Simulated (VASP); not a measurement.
OSZICAR of a VASP run on C₆Si₂ (ordered alloy cell):

File OSZICAR:
```
       N       E                     dE             d eps       ncg     rms          rms(c)
DAV:   1     0.919668946633E+02    0.91967E+02   -0.15764E+04  3696   0.141E+03
DAV:   2    -0.564899922881E+02   -0.14846E+03   -0.14069E+03  5021   0.239E+02
DAV:   3    -0.635670177822E+02   -0.70770E+01   -0.69595E+01  4720   0.512E+01
DAV:   4    -0.637035249223E+02   -0.13651E+00   -0.13558E+00  4833   0.719E+00
DAV:   5    -0.637074817608E+02   -0.39568E-02   -0.39518E-02  4770   0.108E+00    0.128E+01
DAV:   6    -0.615049240281E+02    0.22026E+01   -0.33651E+00  5058   0.123E+01    0.694E+00
DAV:   7    -0.610806064174E+02    0.42432E+00   -0.13211E+00  4540   0.707E+00    0.279E+00
DAV:   8    -0.610531531583E+02    0.27453E-01   -0.11705E-01  5035   0.214E+00    0.743E-01
DAV:   9    -0.610514911222E+02    0.16620E-02   -0.10308E-02  4806   0.740E-01    0.237E-01
DAV:  10    -0.610515119166E+02   -0.20794E-04   -0.17056E-03  4795   0.301E-01    0.539E-02
DAV:  11    -0.610515028438E+02    0.90728E-05   -0.15672E-04  4544   0.868E-02    0.218E-02
DAV:  12    -0.610515068203E+02   -0.39766E-05   -0.17642E-05  4960   0.285E-02    0.852E-03
DAV:  13    -0.610515070155E+02   -0.19515E-06   -0.19525E-06  3251   0.100E-02
   1 F= -.61051507E+02 E0= -.61050913E+02  d E =-.610515E+02
       N       E                     dE             d eps       ncg     rms          rms(c)
DAV:   1    -0.610555205165E+02   -0.40137E-02   -0.18682E-01  4021   0.329E+00    0.205E-01
DAV:   2    -0.610551218680E+02    0.39865E-03   -0.51299E-03  4823   0.480E-01    0.106E-01
DAV:   3    -0.610549285910E+02    0.19328E-03   -0.49238E-04  4828   0.147E-01    0.319E-02
DAV:   4    -0.610549166447E+02    0.11946E-04   -0.65535E-05  4570   0.554E-02    0.145E-02
DAV:   5    -0.610549166429E+02    0.18263E-08   -0.74074E-06  4551   0.178E-02
   2 F= -.61054917E+02 E0= -.61054614E+02  d E =-.340963E-02
       N       E                     dE             d eps       ncg     rms          rms(c)
DAV:   1    -0.610550105593E+02   -0.93915E-04   -0.53251E-03  4076   0.556E-01    0.351E-02
DAV:   2    -0.610550008617E+02    0.96975E-05   -0.14481E-04  4836   0.807E-02    0.177E-02
DAV:   3    -0.610549959442E+02    0.49175E-05   -0.13252E-05  4850   0.241E-02    0.536E-03
DAV:   4    -0.610549957517E+02    0.19249E-06   -0.16641E-06  3366   0.913E-03
   3 F= -.61054996E+02 E0= -.61054748E+02  d E =-.348874E-02
       N       E                     dE             d eps       ncg     rms          rms(c)
DAV:   1    -0.610563839570E+02   -0.13880E-02   -0.29734E-01  3766   0.411E+00    0.165E-01
DAV:   2    -0.610562743811E+02    0.10958E-03   -0.47026E-03  4862   0.469E-01    0.830E-02
DAV:   3    -0.610561794491E+02    0.94932E-04   -0.48626E-04  4713   0.142E-01    0.294E-02
DAV:   4    -0.610561705636E+02    0.88855E-05   -0.65769E-05  4627   0.539E-02    0.179E-02
DAV:   5    -0.610561685115E+02    0.20521E-05   -0.71089E-06  4493   0.176E-02    0.602E-03
DAV:   6    -0.610561682698E+02    0.24173E-06   -0.48650E-07  2873   0.519E-03
   4 F= -.61056168E+02 E0= -.61056231E+02  d E =-.117252E-02
       N       E                     dE             d eps       ncg     rms          rms(c)
DAV:   1    -0.610563568385E+02   -0.18833E-03   -0.20305E-02  3786   0.108E+00    0.436E-02
DAV:   2    -0.610563490512E+02    0.77873E-05   -0.31757E-04  4862   0.122E-01    0.217E-02
DAV:   3    -0.610563431257E+02    0.59255E-05   -0.32236E-05  4727   0.368E-02    0.783E-03
DAV:   4    -0.610563425976E+02    0.52809E-06   -0.43906E-06  4492   0.140E-02
   5 F= -.61056343E+02 E0= -.61056328E+02  d E =-.134685E-02
       N       E                     dE             d eps       ncg     rms          rms(c)
DAV:   1    -0.610562905858E+02    0.52540E-04   -0.28086E-02  3741   0.122E+00    0.737E-02
DAV:   2    -0.610562721675E+02    0.18418E-04   -0.71007E-04  4627   0.189E-01    0.360E-02
DAV:   3    -0.610562468015E+02    0.25366E-04   -0.60720E-05  4552   0.534E-02    0.135E-02
DAV:   4    -0.610562452946E+02    0.15069E-05   -0.10166E-05  4533   0.212E-02    0.620E-03
DAV:   5    -0.610562452204E+02    0.74178E-07   -0.11328E-06  2718   0.746E-03
   6 F= -.61056245E+02 E0= -.61056316E+02  d E =0.973772E-04
       N       E                     dE             d eps       ncg     rms          rms(c)
DAV:   1    -0.610564684494E+02   -0.22315E-03   -0.94831E-03  3736   0.711E-01    0.427E-02
DAV:   2    -0.610564609748E+02    0.74746E-05   -0.23825E-04  4619   0.110E-01    0.212E-02
DAV:   3    -0.610564523014E+02    0.86734E-05   -0.20859E-05  4547   0.313E-02    0.806E-03
DAV:   4    -0.610564516620E+02    0.63941E-06   -0.34024E-06  4145   0.124E-02
   7 F= -.61056452E+02 E0= -.61056474E+02  d E =-.109064E-03
```

**Question.** Which electronic solver shows in the log?

**Answer.** It is blocked Davidson (ALGO = Normal, or the opening steps of other solvers). The INCAR had ALGO = Normal.

**Question.** Can the final energy be trusted as converged?

**Answer.** Self-consistency was reached. It stopped with EDIFF = 1E-6, NELM = 100, NSW = 60 and EDIFFG = -0.02 after 7 ionic steps (PBEsol GGA, plane waves, VASP's PBE PAW potentials (set 64)).

The structure was generated: C6Si2 was put into an ordered model structure (Cmcm), which need not be its known phase. This run relaxes it. Symmetry was kept, so distortions that lower it aren't found. The start is the result of an earlier pass.
